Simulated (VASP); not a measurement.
Output of a VASP run:

### OSZICAR
```
       N       E                     dE             d eps       ncg     rms          rms(c)
DAV:   1     0.290439672854E+03    0.29044E+03   -0.19856E+04   520   0.157E+03
DAV:   2    -0.107736393787E+03   -0.39818E+03   -0.38993E+03   670   0.358E+02
DAV:   3    -0.154792272863E+03   -0.47056E+02   -0.46667E+02   600   0.132E+02
DAV:   4    -0.156889125377E+03   -0.20969E+01   -0.20919E+01   736   0.352E+01
DAV:   5    -0.156933936712E+03   -0.44811E-01   -0.44794E-01   668   0.404E+00    0.554E+00
DAV:   6    -0.149315287736E+03    0.76186E+01   -0.47988E+00   630   0.333E+01    0.439E+00
DAV:   7    -0.144397726903E+03    0.49176E+01   -0.16873E+00   538   0.102E+01    0.180E+00
DAV:   8    -0.145606659822E+03   -0.12089E+01   -0.94264E-01   672   0.693E+00    0.139E+00
DAV:   9    -0.145518841811E+03    0.87818E-01   -0.37515E-01   524   0.598E+00    0.985E-01
DAV:  10    -0.145694647145E+03   -0.17581E+00   -0.31437E-01   520   0.592E+00    0.301E-01
DAV:  11    -0.145658979617E+03    0.35668E-01   -0.92626E-02   592   0.289E+00    0.403E-01
DAV:  12    -0.145666008812E+03   -0.70292E-02   -0.65470E-03   588   0.811E-01    0.282E-01
DAV:  13    -0.145663572392E+03    0.24364E-02   -0.66497E-03   620   0.899E-01    0.214E-01
DAV:  14    -0.145671333588E+03   -0.77612E-02   -0.17358E-02   540   0.149E+00    0.108E-01
DAV:  15    -0.145672630379E+03   -0.12968E-02   -0.31931E-03   532   0.628E-01    0.110E-01
DAV:  16    -0.145673329476E+03   -0.69910E-03   -0.29368E-04   706   0.195E-01    0.557E-02
DAV:  17    -0.145673715654E+03   -0.38618E-03   -0.29311E-04   620   0.198E-01    0.168E-02
DAV:  18    -0.145673700284E+03    0.15371E-04   -0.41009E-05   602   0.644E-02    0.568E-03
DAV:  19    -0.145673744104E+03   -0.43820E-04   -0.17314E-05   556   0.475E-02    0.541E-03
DAV:  20    -0.145673743029E+03    0.10753E-05   -0.45600E-06   558   0.256E-02    0.455E-03
DAV:  21    -0.145673752612E+03   -0.95836E-05   -0.30998E-06   482   0.222E-02    0.986E-04
DAV:  22    -0.145673753337E+03   -0.72513E-06   -0.75978E-07   390   0.101E-02
   1 F= -.14567375E+03 E0= -.14567375E+03  d E =-.145674E+03
       N       E                     dE             d eps       ncg     rms          rms(c)
DAV:   1    -0.145783493553E+03   -0.10974E+00   -0.33242E+00   686   0.214E+01    0.194E+00
DAV:   2    -0.145693692739E+03    0.89801E-01   -0.20302E-01   648   0.506E+00    0.675E-01
DAV:   3    -0.145676987429E+03    0.16705E-01   -0.65143E-02   616   0.283E+00    0.258E-01
DAV:   4    -0.145671122872E+03    0.58646E-02   -0.22361E-02   592   0.189E+00    0.114E-01
DAV:   5    -0.145679206642E+03   -0.80838E-02   -0.17277E-02   520   0.148E+00    0.433E-02
DAV:   6    -0.145679978037E+03   -0.77140E-03   -0.46317E-03   520   0.761E-01    0.279E-02
DAV:   7    -0.145680269895E+03   -0.29186E-03   -0.72164E-04   520   0.287E-01    0.839E-03
DAV:   8    -0.145680289571E+03   -0.19676E-04   -0.25984E-04   528   0.167E-01    0.380E-03
DAV:   9    -0.145680352842E+03   -0.63270E-04   -0.91160E-05   522   0.105E-01    0.188E-03
DAV:  10    -0.145680342934E+03    0.99074E-05   -0.23102E-05   552   0.585E-02    0.960E-04
DAV:  11    -0.145680343105E+03   -0.17118E-06   -0.48179E-06   546   0.252E-02
   2 F= -.14568034E+03 E0= -.14568034E+03  d E =-.658977E-02
```

**OUTCAR**
```
------------------------ aborting loop because EDIFF is reached ----------------------------------------
  FORCE on cell =-STRESS in cart. coord.  units (eV):
  Direction    XX          YY          ZZ          XY          YZ          ZX
  --------------------------------------------------------------------------------------
  Total        0.0749215      0.0749215      0.0749215     -0.0000000     -0.0000000     -0.0000000
  in kB        0.6671681      0.6671681      0.6671681     -0.0000000     -0.0000000     -0.0000000
  external PRESSURE =       0.6671681 kB  Pullay stress =       0.0000000 kB
  volume of cell :      179.92
      direct lattice vectors                 reciprocal lattice vectors
     5.645389674  0.000000000  0.000000000     0.177135691  0.000000000  0.000000000
    -0.000000000  5.645389674  0.000000000    -0.000000000  0.177135691  0.000000000
    -0.000000000 -0.000000000  5.645389674    -0.000000000 -0.000000000  0.177135691
 POSITION                                       TOTAL-FORCE (eV/Angst)
 -----------------------------------------------------------------------------------
      0.00000      0.00000      0.00000        -0.000000      0.000000      0.000000
      2.82269      2.82269      2.82269         0.000000     -0.000000      0.000000
      2.82269     -0.00000      2.82269        -0.000000      0.000000      0.000000
     -0.00000      2.82269      2.82269         0.000000      0.000000      0.000000
      2.82269      2.82269      0.00000        -0.000000      0.000000      0.000000
 -----------------------------------------------------------------------------------
    total drift:                                0.000000     -0.000000     -0.000000
  FREE ENERGIE OF THE ION-ELECTRON SYSTEM (eV)
  ---------------------------------------------------
  free  energy   TOTEN  =      -145.6803431054 eV

  energy  without entropy=     -145.6803431054  energy(sigma->0) =     -145.68034311

 reached required accuracy - stopping structural energy minimisation
```
(Selected blocks of OUTCAR.)

**POSCAR**
```
CsPbCl3
1
    5.6100000000     0.0000000000     0.0000000000
    0.0000000000     5.6100000000     0.0000000000
    0.0000000000     0.0000000000     5.6100000000
Cs Pb Cl
1 1 3
Direct
  0.0000000000   0.0000000000   0.0000000000
  0.5000000000   0.5000000000   0.5000000000
  0.5000000000   0.0000000000   0.5000000000
  0.0000000000   0.5000000000   0.5000000000
  0.5000000000   0.5000000000   0.0000000000
```

Reconstruct the remaining input files.

This is not unique; one that fits is the input of the run itself, SCAN meta-GGA, plane waves, VASP's PBE PAW potentials (set 64).

File KPOINTS:
```
Automatic
0
gamma
 4 4 4
```

INCAR:
```
SYSTEM = CsPbCl3
PREC = Accurate
ENCUT = 520
EDIFF = 1E-6
NELM = 100
ALGO = Normal
LREAL = .FALSE.
LASPH = .TRUE.
ISMEAR = 0
SIGMA = 0.05
METAGGA = SCAN
LMIXTAU = .TRUE.
LMAXMIX = 4
LWAVE = .FALSE.
LCHARG = .FALSE.
IBRION = 2
ISIF = 3
NSW = 60
EDIFFG = -0.02
```

POTCAR, in this order: Cs_sv Pb_d Cl (PBE.64 set). Program: vasp_std.

The compound is CsPbCl3 in the cubic perovskite structure, the ideal cubic form; the compound distorts at low or room temperature. This run relaxes it. Symmetry was kept, so distortions that lower it aren't found. The start is the result of an earlier pass.
